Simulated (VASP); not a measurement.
Data:

```
Eu
1.0
   -2.10221     2.10221     2.10221
    2.10221    -2.10221     2.10221
    2.10221     2.10221    -2.10221
Eu
1
Direct
  0.00000   0.00000   0.00000
```

Calculation: vdW-DF-cx, VASP's PBE PAW potentials (set 64) (plane waves; VASP). Numerical set-up: 520 eV cut-off, 12×12×12 Γ-centred mesh, first-order Methfessel-Paxton smearing of 0.10 eV, potentials Eu_2.

The 4f electrons are frozen in the core of the lanthanide potential, so 4f levels, which can set the real gap, and their magnetism are missing.

Task: Give the stress tensor in GPa (positive for a compressed cell).

Result: 
```
1.07  0.00  0.00
0.00  1.07  0.00
0.00  0.00  1.07
```
The pressure is its mean diagonal, 1.07 GPa.

The compound is Eu in the bcc structure. This cell is one point of a volume scan, at 0.94 of the reference volume.
